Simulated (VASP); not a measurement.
Consider the following.

```cif
data_Hf4N4
_chemical_formula_sum 'Hf4 N4'
_space_group_name_H-M_alt 'Fm-3m'
_space_group_IT_number 225
_space_group_name_Hall '-F 4 2 3'
_cell_length_a 4.52698
_cell_length_b 4.52698
_cell_length_c 4.52698
_cell_angle_alpha 90.000
_cell_angle_beta 90.000
_cell_angle_gamma 90.000
loop_
_atom_site_label
_atom_site_type_symbol
_atom_site_symmetry_multiplicity
_atom_site_Wyckoff_symbol
_atom_site_fract_x
_atom_site_fract_y
_atom_site_fract_z
_atom_site_occupancy
Hf1 Hf 4 a 0.00000 0.00000 0.00000 1
N1 N 4 b 0.50000 0.50000 0.50000 1
```
(The calculation used a cell of 2 atoms; values per cell refer to that cell.)

Calculation: TPSS meta-GGA, VASP's PBE PAW potentials (set 64) (plane waves; VASP). Settings: 520 eV cut-off, 14×14×14 Γ-centred mesh, first-order Methfessel-Paxton smearing of 0.10 eV, potentials Hf_pv N.

Give the energy at these volumes per atom, relative to the lowest: 10.90, 11.24, 11.59, 11.94, 12.29 Å³.

41.2, 9.9, 0.0, 8.3, 32.2 meV/atom. A third-order Birch-Murnaghan fit gives B0 = 279 GPa and B0′ = 4.3.

Measured: a 4.524 Å (computed value off by +0.1 %), as given by Seo, Lee, Wen, Petrov, Greene, Gall, J. Appl. Phys. 96, 878 (2004). The calculation is for a static lattice, while the measured a holds thermal and zero-point effects, which are part of the difference.

The compound is HfN in the rock salt structure. It was relaxed first.
